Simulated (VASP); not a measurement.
These are vdW-DF2, VASP's PBE PAW potentials (set 64) (plane waves; VASP 6.6.1) values and carry that method's errors.

Input for VASP

### KPOINTS
```
K-points
0
G
8 8 8
0 0 0
```

POSCAR:
```
KCl
1
    0.0000000000     3.1707627737     3.1707627737
    3.1707627737     0.0000000000     3.1707627737
    3.1707627737     3.1707627737     0.0000000000
K Cl
1 1
Direct
  0.0000000000   0.0000000000   0.0000000000
  0.5000000000   0.5000000000   0.5000000000
```

### INCAR
```
LCHARG = .True.
ZAB_VDW = -1.8867
LORBIT = 11   # lm-projected
PREC = Accurate
ALGO = Normal   # blocked Davidson
LREAL = .False.   # projection in real space or not
ISMEAR = -5   # tetrahedra, Bloechl
ISIF = 2   # forces and stress, cell fixed
GGA = ML
AGGAC = 0.0
LWAVE = .False.
NEDOS = 601   # DOS grid
ENCUT = 520   # plane-wave cut-off (eV)
LASPH = .True.   # aspherical one-centre terms
EDIFF = 1E-7   # SCF stop (eV)
NELM = 100   # most electronic steps
LUSE_VDW = .True.
SYSTEM = KCl
```

POTCAR, in this order: K_sv Cl (PBE.64 set). Program: vasp_std.

**Question.** Estimate the energy per atom (σ→0), band gap (on the k-mesh).

**Answer.** 
| Quantity | Value |
|---|---|
| energy per atom (σ→0) | -1.733 eV/atom |
| band gap (on the k-mesh) | 4.79 eV |

File OSZICAR:
```
...
DAV:   7    -0.347454011845E+01    0.47875E-01   -0.14528E-01   904   0.259E+00    0.186E+00
DAV:   8    -0.346525384738E+01    0.92863E-02   -0.27520E-02   916   0.150E+00    0.198E-01
DAV:   9    -0.346510888417E+01    0.14496E-03   -0.15493E-03   968   0.273E-01    0.925E-02
DAV:  10    -0.346507078912E+01    0.38095E-04   -0.45534E-04   820   0.200E-01    0.286E-02
DAV:  11    -0.346507152993E+01   -0.74080E-06   -0.29939E-05  1068   0.437E-02    0.114E-02
DAV:  12    -0.346507179235E+01   -0.26243E-06   -0.38258E-06   864   0.155E-02    0.702E-03
DAV:  13    -0.346507185164E+01   -0.59286E-07   -0.92919E-07   920   0.101E-02
   1 F= -.34650719E+01 E0= -.34650719E+01  d E =0.000000E+00
```

The compound is KCl in the rock salt structure. It was relaxed first.
